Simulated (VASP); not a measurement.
Here is the system:

```
CELL_PARAMETERS angstrom
      5.85210     0.00000     0.00000
      0.00000     5.85210     0.00000
      0.00000     0.00000     5.85210
ATOMIC_POSITIONS crystal
  Sn 0.00000 0.00000 0.00000
  I  0.26416 0.73584 0.73584
  I  0.73584 0.73584 0.26416
  I  0.73584 0.26416 0.73584
  I  0.26416 0.26416 0.26416
```

Method: LDA (Ceperley-Alder, Perdew-Zunger), VASP's LDA PAW potentials (set 64) (plane waves; VASP). Run with 400 eV cut-off, Gaussian smearing of 0.050 eV, potentials Sn_d I.

Unless said otherwise, spin-orbit coupling is left out, though it shifts the bands of the heavy elements here.

### Question
Predict the band gap (along the path) with the smallest direct gap where there is one.

### Answer

| Item | Result |
|---|---|
| band gap (along the path) | 0.14 eV |
| smallest direct gap (along the path) | 0.14 eV |

The absolute energy has meaning only against runs of the same code, potentials and settings.

The structure comes from a computed database's SnI4 entry (P-43m); how it stands against other phases isn't given here. It was relaxed first, which changed the volume by -22 %.
